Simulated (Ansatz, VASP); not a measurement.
## One calculation of NiMoIrPdW, two programs

Contents of INCAR:

```
  PREC = Accurate
  ENCUT = 520
  EDIFF = 1E-6
  ISMEAR = -1
  SIGMA = 0.05
  LREAL = F
  LASPH = T
  NELM = 100
  ALGO = Fast
  ISIF = 2
  LWAVE = F
  LCHARG = T
  ISPIN = 2
  MAGMOM = 1 1 0 0.6 0
  LORBIT = 11
  LMAXMIX = 4
  GGA = PE
  LVHAR = T
  KPAR = 4
```

File KPOINTS:

```
regular mesh
0
Gamma
  8 8 5
```

POSCAR

```
NiMoIrPdW
1.0
    4.1170500000      0.0000000000      0.0000000000
   -2.0585300000      3.5654700000      0.0000000000
    0.0000000000      0.0000000000      5.4458000000
Ni Mo Pd Ir W
1 1 1 1 1
Direct
    0.0000000000      0.0000000000      0.9577500000
    0.6666700000      0.3333300000      0.9616100000
    0.6666700000      0.3333300000      0.4629500000
    0.3333300000      0.6666700000      0.7257200000
    0.3333300000      0.6666700000      0.2364200000
```

Contents of input.yaml:

```yaml
crystal:
  lattice:
    - [4.11705, 0.0, 0.0]
    - [-2.05853, 3.56547, 0.0]
    - [0.0, 0.0, 5.4458]
  atoms:
    - { symbol: Ni, position: [0.0, 0.0, 0.95775], spin: 1.0 }
    - { symbol: Mo, position: [0.66667, 0.33333, 0.96161], spin: 1.0 }
    - { symbol: Pd, position: [0.66667, 0.33333, 0.46295] }
    - { symbol: Ir, position: [0.33333, 0.66667, 0.72572], spin: 0.6 }
    - { symbol: W, position: [0.33333, 0.66667, 0.23642] }
hamiltonian:
  xc: pbe
  pseudopotentials: { kind: paw }
magnetization:
  spin_polarized: true
kpoints:
  mp_grid: { grid: [8, 8, 5] }
scf:
  occupations: { method: fermi_dirac, width: 0.05 }
output:
  forces: true
  stress: true
  eigenvalues: true
```

The cell was built by a generator and needn't be a form met in nature.

Alike in both runs: functional PBE; k mesh 8 × 8 × 5; occupations fermi-dirac, width 0.05 eV; collinear spin, ferromagnetic start.

```csv
,VASP,Ansatz
version,VASP 6.6.1,Ansatz 0.2.0
potentials or method,"VASP PAW PBE potentials, release 64 (Ni, Mo_sv, Pd, Ir, W_sv)",Ansatz PAW
plane-wave cutoff (eV),520,420
valence electrons in the cell,57,81
task,electrostatic potential,single point
```

```csv
,VASP,Ansatz,Ansatz less VASP
gap on the k mesh at the Fermi level (eV),none,none,-
pressure (GPa),0.3,0.0,-0.27
rms of the force components (eV/Å),0.015,0.014,-0.0001
net moment per atom (μB),0.00,0.00,0.000
```

Atom by atom the forces differ by 0.005 eV/Å (rms over components). A gap of «none» marks a metal or a gap that the smearing closes. The two sets of potentials don't hold the same shells in valence.

Caveats: the starting moments weren't kept (Ansatz). Spin-orbit coupling is left out, which matters for the levels of Ir, W.
